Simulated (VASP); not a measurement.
# Cd15Te16 (a cell with a defect) in VASP: further runs, part 2 of 2

VASP 6.6.1. The steps go on from the part before.

### Step 3. Single point, HSE06, collinear spin, ferromagnetic start

The input, POSCAR:

```
Cd15Te16                                
1.0
    6.6222820000      6.6222820000      6.6222820000
   -6.6222820000     -6.6222820000      6.6222820000
    6.6222820000     -6.6222820000     -6.6222820000
  Cd              Te            
    15    16
Direct
     0.2537230534414133    0.0125308440916775    0.7500390228565170
     0.9993971227034533    0.5038867941398553    0.5131487216485003
     0.2529874661847747    0.2501971001869923    0.5132443016972735
     0.5077437278476767    0.9957609933097158    0.4955687312672220
     0.4996339418552484    0.7502009529917740    0.7506330983667736
     0.7624752967538756    0.5044035427946802    0.7497143802468934
     0.9998554663785019    0.0132986241499829    0.0035962511716796
     0.9994537450592398    0.7499898667792378    0.2492347229453558
     0.2365450479343330    0.4867289115214640    0.2407027811096087
     0.5000845301983843    0.2496142331494475    0.2504649744060571
     0.7450676150022474    0.9954307114769220    0.2575775883918525
     0.7457049860198339    0.7583609945738632    0.4952575563930092
     0.2358023873435679    0.7403079054482927    0.9864826411252241
     0.4900884210131214    0.4858159239920622    0.9866897183390130
     0.7627593300766939    0.2503005083135599    0.0033830095627209
     0.2282910001943771    0.2489147438065870    0.7498982141947642
     0.5014457052499730    0.0016803263306068    0.7498105467821905
     0.2475403058651691    0.4985204229897388    0.5001429633595411
     0.5009453450840415    0.2500355466756370    0.5021583551421178
     0.7682269267068288    0.0188880613359397    0.5184137743619245
     0.7511341007977104    0.7523558022294068    0.7496080262753961
     0.9988592917614116    0.4782454904777899    0.7498474038909100
     0.2480918287254176    0.9998144544691479    0.9982853193899822
     0.2489753908098124    0.7475882960238845    0.2475909458411386
     0.4973221175820431    0.4988443394321421    0.2477166976628429
     0.7515718532997849    0.2497292707833366    0.2513075862239629
     0.9991578966831811    0.0017377843619611    0.2513501369387567
     0.9997504870821038    0.7517267485911782    0.5011308716313586
     0.4965344325504853    0.7465293725021028    0.9998208299123216
     0.7493378859594402    0.4982941006607433    0.9977416417005064
     0.9993354638358570    0.2501200924102673    0.9786383971645890
```

The input, INCAR.step1:

```
ALGO = Normal
AMIX = 0.2
AMIX_MAG = 0.8
BMIX = 1E-4
BMIX_MAG = 1E-4
EDIFF = 1E-5
ENCUT = 400
GGA = PE
ICORELEVEL = 1
ISIF = 2
ISMEAR = 0
ISPIN = 2
LASPH = T
LCHARG = F
LORBIT = 11
LREAL = Auto
LUSENCCL = F
LWAVE = T
MAGMOM = 0 0 0 0 0 0 0 0 0 0 0 0 0 0 0 0.5 0 0 0 0.5 0 0.5 0 0 0 0 0 0 0 0 0.5
NBANDS = 163
NELECT = 278.0
NELM = 150
PREC = Normal
SIGMA = 0.01
```

The input, INCAR.step2:

```
ALGO = Normal
AMIX = 0.2
AMIX_MAG = 0.8
BMIX = 1E-4
BMIX_MAG = 1E-4
EDIFF = 1E-6
ENCUT = 400
GGA = PE
HFSCREEN = 0.2
ICORELEVEL = 1
ISIF = 2
ISMEAR = 0
ISPIN = 2
ISTART = 1
LASPH = T
LCHARG = F
LHFCALC = T
LORBIT = 11
LREAL = Auto
LUSENCCL = F
LWAVE = F
MAGMOM = 0 0 0 0 0 0 0 0 0 0 0 0 0 0 0 0.5 0 0 0 0.5 0 0.5 0 0 0 0 0 0 0 0 0.5
NBANDS = 163
NELECT = 278.0
NELM = 150
PREC = Normal
PRECFOCK = Fast
SIGMA = 0.01
```

The input, KPOINTS:

```
k-points
0
Gamma
  1 1 1
```

Potentials or basis: VASP PAW PBE potentials, release 64 (Cd, Te).

Started as:

```console
cat potpaw_PBE.64/Cd/POTCAR potpaw_PBE.64/Te/POTCAR > POTCAR
cp INCAR.step1 INCAR
mpirun -np 1 vasp_gam > vasp.out
cp INCAR.step2 INCAR
mpirun -np 1 vasp_gam > vasp.out
```

It took 20 min on 1 × NVIDIA H100 80GB with 1 thread of AMD EPYC 7R13 (Zen 3), shared host; peak memory 1.4 GiB.

Results (log left out):

```
Free energy                                           : -88.7660 eV
Largest force                                         : 0.308 eV/Å
Band gap on the k mesh                                : 1.44 eV, direct
Net moment                                            : 0.00 μB per cell
Valence electrons inside the program's atomic spheres : Cd 10.28, 10.29; Te 3.53, 3.54, 3.52
```

Forces in eV/Å, atoms in the order of the input:
```
Cd  -0.035 -0.033  0.016
Cd   0.049 -0.024 -0.046
Cd   0.014 -0.033 -0.043
Cd   0.034  0.017  0.032
Cd   0.002 -0.019 -0.026
Cd   0.037  0.030  0.017
Cd  -0.039 -0.024  0.040
Cd  -0.026  0.000 -0.001
Cd  -0.045  0.044 -0.026
Cd   0.019  0.001 -0.020
Cd   0.032 -0.035 -0.030
Cd  -0.028 -0.039  0.034
Cd  -0.015  0.049 -0.043
Cd  -0.043  0.021 -0.034
Cd   0.016  0.030  0.026
Te   0.148  0.153  0.178
Te   0.027  0.013 -0.020
Te   0.027 -0.004  0.022
Te  -0.026  0.026  0.024
Te  -0.140  0.161 -0.150
Te   0.003 -0.004 -0.026
Te  -0.184 -0.161  0.187
Te   0.012 -0.018  0.010
Te  -0.015 -0.029 -0.016
Te   0.029  0.007 -0.013
Te  -0.023 -0.028 -0.018
Te   0.020  0.026 -0.001
Te  -0.010  0.015  0.000
Te  -0.040  0.030  0.070
Te   0.020 -0.020  0.013
Te   0.182 -0.152 -0.157
```

Levels at points of the mesh, in eV from the valence-band top:
Spin up:
| k point | band 135 | band 136 | band 137 | band 138 | band 139 | band 140 | band 141 | band 142 | band 143 | band 144 |
| --- | --- | --- | --- | --- | --- | --- | --- | --- | --- | --- |
| (0.00, 0.00, 0.00) | -0.58 | -0.57 | -0.01 | 0.00 | 0.00 | 1.44 | 3.24 | 3.25 | 3.29 | 3.29 |
Spin down:
```
           k point  band 136  band 137  band 138  band 139  band 140  band 141  band 142  band 143
(0.00, 0.00, 0.00)     -0.57     -0.01      0.00      0.00      1.44      3.24      3.25      3.29
```

Core levels (eV, on the scale of the bands):
| atom | levels |
| --- | --- |
| 1 Cd | 1s -26513.6, 2s -3930.8, 2p -3526.0, 3s -727.7, 3p -595.0, 3d -387.5, 4s -100.1, 4p -61.2 |
| 2 Cd | 1s -26513.6, 2s -3930.8, 2p -3526.0, 3s -727.7, 3p -595.0, 3d -387.5, 4s -100.1, 4p -61.2 |
| 3 Cd | 1s -26513.6, 2s -3930.8, 2p -3526.0, 3s -727.7, 3p -595.0, 3d -387.5, 4s -100.1, 4p -61.2 |
| 4 Cd | 1s -26513.6, 2s -3930.8, 2p -3526.0, 3s -727.7, 3p -595.0, 3d -387.5, 4s -100.1, 4p -61.2 |
| 5 Cd | 1s -26513.7, 2s -3930.9, 2p -3526.1, 3s -727.8, 3p -595.1, 3d -387.6, 4s -100.2, 4p -61.3 |
| 6 Cd | 1s -26513.6, 2s -3930.8, 2p -3526.0, 3s -727.7, 3p -595.0, 3d -387.5, 4s -100.1, 4p -61.2 |

Caveat: the cell is charged against a uniform background, so pressure and absolute levels hang on convention; the PAW data sets were made with another functional, which shifts forces and pressure a little; spin-orbit coupling is left out, which moves the levels of the heavy elements.
